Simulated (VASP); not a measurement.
Runs of VASP 6.6.1 on PtBr2. The structure is trigonal, space group R-3m (No. 166). Conventional cell: a = 4.055 Å, b = 4.055 Å, c = 18.391 Å, α = 90.00°, β = 90.00°, γ = 120.00°. Pt (site symmetry -3m) is surrounded by 6 Br at 2.78 Å. Around Br (site symmetry 3m) lie 3 Pt at 2.78 Å. The cell was built by a generator and needn't be a form met in nature.

```csv
level,potentials or basis,spin,U,gap on the mesh (eV),pressure (GPa),moment (μB),largest force (eV/Å)
LDA,"VASP PAW LDA potentials, release 64 (Pt, Br)","collinear, random start",-,none,-10.2,0.01,1.34
LDA,"VASP PAW LDA potentials, release 64 (Pt, Br)","collinear, ferromagnetic start",-,none,(b),1.74,1.32
r2SCAN+U,"VASP PAW PBE potentials, release 64 (Pt, Br)",off,Pt d U = 6 eV,none,(a),-,0.98
LDA+U,"VASP PAW LDA potentials, release 64 (Pt, Br)","collinear, random start",Pt d U = 4 eV,0.92,-8.6,2.00,1.14
r2SCAN+U,"VASP PAW PBE potentials, release 64 (Pt, Br)","collinear, zero start",Pt d U = 7 eV,none,-7.8,0.00,0.99
r2SCAN+U,"VASP PAW PBE potentials, release 64 (Pt, Br)","collinear, ferromagnetic start",Pt d U = 7 eV,(c),-3.6,2.00,0.50
```

Alike in all rows: task single point; cell as given; k mesh 6 × 6 × 6; cutoff (eV) 520; smearing gaussian 0.05 eV.

Problem. Fill in the values left out.

Solution. (a) -7.6; (b) -9.3; (c) 2.91.

Caveats: forces of over 1 eV/Å show positions far from the minimum, so gaps and moduli don't describe the material at rest (some runs); the PAW data sets were made with another functional, which shifts forces and pressure a little (some runs); spin-orbit coupling is left out, which moves the levels of the heavy elements (some runs); U without spin polarisation on a metal has little footing (some runs).

A k mesh can miss the band edges, and the runs leave out spin-orbit coupling on Br, Pt.

A gap of «none» marks a metal or a gap under the smearing width.

Not every run made on this cell is shown here.
